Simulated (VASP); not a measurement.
Level of theory: vdW-DF-cx, VASP's PBE PAW potentials (set 64) (plane waves; VASP).

VASP input:

### INCAR
```
SYSTEM = Al3Sc
PREC = Accurate
ENCUT = 520
EDIFF = 1E-7
NELM = 100
ALGO = Normal
LREAL = .FALSE.
LASPH = .TRUE.
ISMEAR = 1
SIGMA = 0.1
GGA = CX
LUSE_VDW = .TRUE.
AGGAC = 0.0
LMAXMIX = 4
LWAVE = .FALSE.
LCHARG = .FALSE.
ISIF = 2
```

### KPOINTS
```
Automatic
0
gamma
 8 8 8
```

File POSCAR:
```
Al3Sc
4.1248860
  0.9999999141   0.0000000000   0.0000000000
  0.0000000000   0.9999999141   0.0000000000
  0.0000000000   0.0000000000   0.9999999141
Sc Al
1 3
Cart
  0.0000000000   0.0000000000   0.0000000000
  0.0000000000   0.4999999570   0.4999999570
  0.4999999570   0.0000000000   0.4999999570
  0.4999999570   0.4999999570   0.0000000000
```

POTCAR, in this order: Sc_sv Al (PBE.64 set). Program: vasp_std.

The run wrote:

**OSZICAR**
```
       N       E                     dE             d eps       ncg     rms          rms(c)
DAV:   1     0.122320490004E+03    0.12232E+03   -0.83803E+03   980   0.129E+03
DAV:   2    -0.644894191176E+01   -0.12877E+03   -0.12715E+03   992   0.363E+02
DAV:   3    -0.143670664991E+02   -0.79181E+01   -0.75966E+01  1568   0.751E+01
DAV:   4    -0.144925644727E+02   -0.12550E+00   -0.12499E+00  1416   0.894E+00
DAV:   5    -0.144950940688E+02   -0.25296E-02   -0.25291E-02  1376   0.135E+00    0.880E+00
DAV:   6    -0.135701210900E+02    0.92497E+00   -0.49486E+00  1630   0.257E+01    0.317E+00
DAV:   7    -0.135272047094E+02    0.42916E-01   -0.10902E-01  1294   0.300E+00    0.185E+00
DAV:   8    -0.135078013893E+02    0.19403E-01   -0.43365E-02  1520   0.195E+00    0.245E-01
DAV:   9    -0.135075803838E+02    0.22101E-03   -0.33008E-03  1274   0.663E-01    0.102E-01
DAV:  10    -0.135075384926E+02    0.41891E-04   -0.23840E-04  1634   0.189E-01    0.676E-02
DAV:  11    -0.135075402410E+02   -0.17485E-05   -0.37680E-05  1536   0.444E-02    0.460E-02
DAV:  12    -0.135075303289E+02    0.99121E-05   -0.70699E-05  1582   0.102E-01    0.542E-03
DAV:  13    -0.135075300730E+02    0.25587E-06   -0.39799E-06  1604   0.235E-02    0.142E-03
DAV:  14    -0.135075300878E+02   -0.14752E-07   -0.33616E-07  1076   0.669E-03
   1 F= -.13507530E+02 E0= -.13506872E+02  d E =-.197366E-02
```

OUTCAR:
```
------------------------ aborting loop because EDIFF is reached ----------------------------------------
  FORCE on cell =-STRESS in cart. coord.  units (eV):
  Direction    XX          YY          ZZ          XY          YZ          ZX
  --------------------------------------------------------------------------------------
  Total       -1.0724066     -1.0724066     -1.0724066     -0.0000000     -0.0000000     -0.0000000
  in kB      -24.4812914    -24.4812914    -24.4812914     -0.0000000     -0.0000000     -0.0000000
  external PRESSURE =     -24.4812914 kB  Pullay stress =       0.0000000 kB
  volume of cell :       70.18
      direct lattice vectors                 reciprocal lattice vectors
     4.124885646  0.000000000  0.000000000     0.242430963  0.000000000  0.000000000
     0.000000000  4.124885646  0.000000000     0.000000000  0.242430963  0.000000000
     0.000000000  0.000000000  4.124885646     0.000000000  0.000000000  0.242430963
 POSITION                                       TOTAL-FORCE (eV/Angst)
 -----------------------------------------------------------------------------------
      0.00000      0.00000      0.00000         0.000000      0.000000      0.000000
      0.00000      2.06244      2.06244         0.000000      0.000000      0.000000
      2.06244      0.00000      2.06244         0.000000      0.000000      0.000000
      2.06244      2.06244      0.00000         0.000000      0.000000      0.000000
 -----------------------------------------------------------------------------------
    total drift:                                0.000000      0.000000      0.000000
  FREE ENERGIE OF THE ION-ELECTRON SYSTEM (eV)
  ---------------------------------------------------
  free  energy   TOTEN  =       -13.5075300878 eV

  energy  without entropy=      -13.5055564265  energy(sigma->0) =      -13.50687220
```
(Selected blocks of OUTCAR.)

The compound is Al3Sc in the L1_2 structure. This cell is one point of a volume scan, at 1.03 of the reference volume.
